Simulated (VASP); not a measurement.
Here is the system:

```xyz
2
Lattice="0.0000 2.0106 2.0106 2.0106 0.0000 2.0106 2.0106 2.0106 0.0000" Properties=species:S:1:pos:R:3 pbc="T T T"
Li     0.0000     0.0000     0.0000
F      2.0106     2.0106     2.0106
```

These are optB88-vdW, VASP's PBE PAW potentials (set 64) (plane waves; VASP) values and carry that method's errors. Numerical set-up: 520 eV cut-off, 13×13×13 Γ-centred mesh, tetrahedra with Blöchl corrections, potentials Li_sv F.

Task: Estimate the energy per atom (σ→0), band gap (on the k-mesh) with the smallest direct gap where there is one.

Result: 
```yaml
band gap (on the k-mesh): 9.30 eV
smallest direct gap (on the k-mesh): 9.30 eV
energy per atom (σ→0): -3.552 eV/atom
```

Total energies compare only between runs with the same potentials, cut-off and functional.

The compound is LiF in the rock salt structure. It was relaxed first.
